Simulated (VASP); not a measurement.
Consider the following.

```xyz
2
Lattice="0.0000 2.6997 2.6997 2.6997 0.0000 2.6997 2.6997 2.6997 0.0000" Properties=species:S:1:pos:R:3 pbc="T T T"
K      0.0000     0.0000     0.0000
F      2.6997     2.6997     2.6997
```

These are vdW-DF2, VASP's PBE PAW potentials (set 64) (plane waves; VASP) values and carry that method's errors. Settings: 520 eV cut-off, Gaussian smearing of 0.050 eV, potentials K_sv F.

Q: What does the run give for the band gap (along the path) with the smallest direct gap where there is one?

A: 
The band gap (along the path) is 5.76 eV and the smallest direct gap (along the path) is 5.76 eV.

Total energies compare only between runs with the same potentials, cut-off and functional.

The compound is KF in the rock salt structure. It was relaxed first.
